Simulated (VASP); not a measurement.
Output of a VASP run:

File OSZICAR:
```
       N       E                     dE             d eps       ncg     rms          rms(c)
DAV:   1     0.261143351559E+03    0.26114E+03   -0.11481E+04  5464   0.160E+03
DAV:   2    -0.103061456034E+02   -0.27145E+03   -0.26021E+03  5536   0.513E+02
DAV:   3    -0.242837364389E+02   -0.13978E+02   -0.13404E+02  6800   0.133E+02
DAV:   4    -0.245830714906E+02   -0.29934E+00   -0.29791E+00  6416   0.187E+01
DAV:   5    -0.245930535237E+02   -0.99820E-02   -0.99795E-02  7096   0.297E+00    0.169E+01
DAV:   6    -0.213614012135E+02    0.32317E+01   -0.17293E+01  5616   0.517E+01    0.197E+00
DAV:   7    -0.213163809818E+02    0.45020E-01   -0.22592E-01  5904   0.536E+00    0.115E+00
DAV:   8    -0.212878445909E+02    0.28536E-01   -0.26385E-02  6224   0.244E+00    0.361E-01
DAV:   9    -0.212876750428E+02    0.16955E-03   -0.13875E-03  6960   0.389E-01    0.924E-02
DAV:  10    -0.212876896830E+02   -0.14640E-04   -0.65517E-04  5968   0.293E-01    0.552E-02
DAV:  11    -0.212876891038E+02    0.57925E-06   -0.52052E-05  6576   0.696E-02    0.163E-02
DAV:  12    -0.212876850958E+02    0.40079E-05   -0.28823E-05  5808   0.682E-02    0.381E-03
DAV:  13    -0.212876851891E+02   -0.93271E-07   -0.66398E-07  3520   0.869E-03
   1 F= -.21287685E+02 E0= -.21286966E+02  d E =-.143836E-02  mag=     0.0000    -0.0000     0.0000
       N       E                     dE             ncg
```

### OUTCAR
```
------------------------ aborting loop because EDIFF is reached ----------------------------------------
  FORCE on cell =-STRESS in cart. coord.  units (eV):
  Direction    XX          YY          ZZ          XY          YZ          ZX
  --------------------------------------------------------------------------------------
  Total       -0.0063079     -0.0063079     -0.0063079     -0.0000000     -0.0000000      0.0000000
  in kB       -0.4687826     -0.4687826     -0.4687826     -0.0000000     -0.0000000      0.0000000
  external PRESSURE =      -0.4687826 kB  Pullay stress =       0.0000000 kB
  volume of cell :       21.56
      direct lattice vectors                 reciprocal lattice vectors
     2.783179069  0.000000000  0.000000000     0.359301351  0.000000000  0.000000000
     0.000000000  2.783179069  0.000000000     0.000000000  0.359301351  0.000000000
     0.000000000  0.000000000  2.783179069     0.000000000  0.000000000  0.359301351
 POSITION                                       TOTAL-FORCE (eV/Angst)
 -----------------------------------------------------------------------------------
      0.00000      0.00000      0.00000         0.000000     -0.000000      0.000000
      1.39159      1.39159      1.39159        -0.000000      0.000000      0.000000
 -----------------------------------------------------------------------------------
    total drift:                                0.000000      0.000000      0.000000
  FREE ENERGIE OF THE ION-ELECTRON SYSTEM (eV)
  ---------------------------------------------------
  free  energy   TOTEN  =       -21.2876851891 eV

  energy  without entropy=      -21.2862468256  energy(sigma->0) =      -21.28696601

 Ion:    1  E_soc:     -0.0234570

 Ion:    2  E_soc:     -0.0234570
```
(Selected blocks of OUTCAR.)

**POSCAR**
```
Cr
1
    2.7831790686    -0.0000000000     0.0000000000
   -0.0000000000     2.7831790686     0.0000000000
    0.0000000000     0.0000000000     2.7831790686
Cr
2
Direct
  0.0000000000   0.0000000000   0.0000000000
  0.5000000000   0.5000000000   0.5000000000
```

Question: Write an INCAR and KPOINTS that could have produced this output.

Answer: One answer among several that fit: the input of the run itself, LDA (Ceperley-Alder, Perdew-Zunger) with spin-orbit coupling, plane waves, VASP's LDA PAW potentials (set 64).

**KPOINTS_OPT**
```
k-points along high-symmetry lines
8
Line-mode
Reciprocal
  0.000000   0.000000   0.000000 ! GAMMA
  0.000000   0.500000   0.000000 ! X

  0.000000   0.500000   0.000000 ! X
  0.500000   0.500000   0.000000 ! M

  0.500000   0.500000   0.000000 ! M
  0.000000   0.000000   0.000000 ! GAMMA

  0.000000   0.000000   0.000000 ! GAMMA
  0.500000   0.500000   0.500000 ! R

  0.500000   0.500000   0.500000 ! R
  0.000000   0.500000   0.000000 ! X

  0.500000   0.500000   0.500000 ! R
  0.500000   0.500000   0.000000 ! M
```

**INCAR**
```
SYSTEM = Cr
PREC = Accurate
ENCUT = 400
EDIFF = 1E-6
NELM = 100
ALGO = Normal
LREAL = .FALSE.
LASPH = .TRUE.
ISMEAR = 0
SIGMA = 0.05
LMAXMIX = 4
LWAVE = .FALSE.
LCHARG = .FALSE.
LSORBIT = .TRUE.
MAGMOM = 0 0 0 0 0 0
GGA_COMPAT = .FALSE.
```

**KPOINTS**
```
Automatic mesh
0
Gamma
12 12 12
0 0 0
```

POTCAR, in this order: Cr_pv (LDA.64 set). Program: vasp_ncl.

The compound is Cr in the bcc, AFM order structure. It was relaxed first, which changed the volume by -10 %.
